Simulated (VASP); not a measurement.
An input for Ansatz (written as the equivalent of a VASP run, and not itself run):

Ansatz 0.2 input:
```yaml
crystal:
  lattice:
    - [0.0000000, 2.1315613, 2.1315613]
    - [2.1315613, 0.0000000, 2.1315613]
    - [2.1315613, 2.1315613, 0.0000000]
  atoms:
    - { symbol: Si, position: [0.0000000, 0.0000000, 0.0000000] }
    - { symbol: C, position: [0.2500000, 0.2500000, 0.2500000] }
kpoints:
  mp_grid: { grid: [11, 11, 11] }
hamiltonian:
  xc: pbe
  pseudopotentials: { kind: paw }
scf:
  occupations: { method: gaussian, width: 0.05 }
  max_iter: 100
relax:
  max_steps: 40
  f_tol: 0.02
  cell: { p_target: 30 }
output: { forces: true, stress: true, eigenvalues: true }
```

### Question
Write the VASP files for the same calculation (PBE).

### Answer
One answer among several that fit: 
### POSCAR
```
SiC
1
    0.0000000000     2.1315612846     2.1315612846
    2.1315612846     0.0000000000     2.1315612846
    2.1315612846     2.1315612846     0.0000000000
Si C
1 1
Direct
  0.0000000000   0.0000000000   0.0000000000
  0.2500000000   0.2500000000   0.2500000000
```

### INCAR
```
SYSTEM=SiC
PREC=Accurate; ENCUT=620; LREAL=F
LASPH=T
EDIFF=1E-6; NELM=100; ALGO=Normal
ISMEAR=0; SIGMA=0.05
GGA=PE
IBRION=2; NSW=40; ISIF=3
EDIFFG=-0.02; PSTRESS=300
LWAVE=F; LCHARG=F
```

KPOINTS:
```
kpoints
0
gamma
 11 11 11
```

POTCAR, in this order: Si C (PBE.64 set). Program: vasp_std.

The two are equivalent in intent, not identical: each code has its own PAW files, so the cut-off isn't converted (ENCUT is set for VASP's; basis.ecutwfc is left out, and Ansatz then takes the one that its files recommend); Ansatz stops its SCF on the density residual and VASP on the energy change (EDIFF).

The compound is SiC in the zinc blende structure. This run relaxes it under an external pressure of 30 GPa. Symmetry was kept, so distortions that lower it aren't found.
